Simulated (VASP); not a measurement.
Consider the following.

```
Al
1.0
    0.00000     1.99602     1.99602
    1.99602     0.00000     1.99602
    1.99602     1.99602     0.00000
Al
1
Cartesian
  0.00000   0.00000   0.00000
```

The numbers are results of rev-vdW-DF2, VASP's PBE PAW potentials (set 64) (plane waves; VASP 6.6.1), not measurements. Run with 520 eV cut-off, 15×15×15 Γ-centred mesh, first-order Methfessel-Paxton smearing of 0.10 eV, potentials Al.

**Question.** Give the stress tensor in GPa (positive for a compressed cell).

**Answer.** 
```
2.66  0.00  0.00
0.00  2.66  0.00
0.00  0.00  2.66
```
The pressure is its mean diagonal, 2.66 GPa.

The compound is Al in the fcc structure. This cell is one point of a volume scan, at 0.97 of the reference volume.
